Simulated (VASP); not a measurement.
CaS (rock salt), at 0.96 of the tabulated volume:

```xyz
2
Lattice="0.0000 2.8065 2.8065 2.8065 0.0000 2.8065 2.8065 2.8065 0.0000" Properties=species:S:1:pos:R:3 pbc="T T T"
Ca     0.0000     0.0000     0.0000
S      2.8065     2.8065     2.8065
```

The lowest empty band near X, direction across the valley's axis, from mBJ (TB09) with spin-orbit coupling in VASP (PAW); its two spin partners are averaged. The gap over the points computed is 3.31 eV, and the next band on that side lies 2.64 eV away at the edge.

Settings: 400 eV cut-off, 9×9×9 Γ-centred mesh, Gaussian smearing of 0.050 eV, potentials Ca_sv S.

```csv
distance from the edge in k (1/Å),distance in energy (meV)
0.018,3.4
0.025,6.6
0.035,13.0
0.050,26.4
0.070,51.6
```

Question: Fit E(1 + αE) = ħ²k²/2m* (ħ²/2m0 = 3.810 eV Å²) and predict the row at 0.095 1/Å.

Answer: The rows don't resolve α, so a parabola serves: the electron mass is m* = 0.361 m0, and so 95.1 meV. The run gave 94.4 meV, -0.7 meV from the fit.

Left out are points under 3 meV from the edge, since the levels carry 0.1 meV, and points farther than half the way to the next band.

The compound is CaS in the rock salt structure. The cell was not relaxed at this level.
